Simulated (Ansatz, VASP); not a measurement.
## Two plane-wave programs on TiGeB4

```
Ti Ge B
1.0
     3.00577    0.00000    0.00000
    -1.50288    2.60307    0.00000
     0.00000    0.00000    7.05799
Ti Ge B
1 1 4
Direct
  0.00000 0.00000 0.00000
  0.00000 0.00000 0.50000
  0.33333 0.66667 0.77939
  0.33333 0.66667 0.22061
  0.66667 0.33333 0.77939
  0.66667 0.33333 0.22061
```

Alike in both runs: functional LDA; k mesh 15 × 15 × 6; occupations gaussian, width 0.1 eV; no spin polarisation.

Ansatz relaxed the structure, and its values are those at the end. VASP's run is a single point on that final structure, the one shown.

```csv
,VASP,Ansatz
version,VASP 6.6.1,Ansatz 0.2.0
potentials or method,"VASP PAW LDA potentials, release 64 (Ti_sv, Ge_d, B)","scalar-relativistic, plane waves, PAW"
plane-wave cutoff (eV),520,420
valence electrons in the cell,38,38
```

```csv
,VASP,Ansatz,Ansatz less VASP
gap on the k mesh at the Fermi level (eV),none,none,-
pressure (GPa),0.3,0.0,-0.27
rms of the force components (eV/Å),0.005,0.001,-0.0049
```

A gap of «none» marks a metal or a gap that the smearing closes.
